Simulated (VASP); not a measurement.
```xyz
2
Lattice="0.0000 2.4900 2.4900 2.4900 0.0000 2.4900 2.4900 2.4900 0.0000" Properties=species:S:1:pos:R:3 pbc="T T T"
Gd     0.0000     0.0000     0.0000
N      2.4900     2.4900     2.4900
```

These are revPBE GGA, VASP's PBE PAW potentials (set 64) (plane waves; VASP 6.6.1) values and carry that method's errors. Numerical set-up: 520 eV cut-off, 8×8×8 Γ-centred mesh, Gaussian smearing of 0.050 eV, potentials Gd_3 N.

The 4f electrons are frozen in the core of the lanthanide potential, so 4f levels, which can set the real gap, and their magnetism are missing.

**Question.** The ions, cell shape and volume are relaxed. Predict the relaxed structure.

**Answer.** 
```xyz
2
Lattice="0.0000 2.5038 2.5038 2.5038 0.0000 2.5038 2.5038 2.5038 0.0000" Properties=species:S:1:pos:R:3 pbc="T T T"
Gd     0.0000     0.0000     0.0000
N      2.5038     2.5038     2.5038
```
Space group Fm-3m (225), at a tolerance of 0.03 Å.

**Question.** How do energy and volume change from the first to the last step?

**Answer.** The energy (σ→0) changes by -2.0 meV/atom and the volume by +1.7 %, in 3 ionic steps.

The compound is GdN in the rock salt structure. This run relaxes it. Symmetry was kept, so distortions that lower it aren't found.
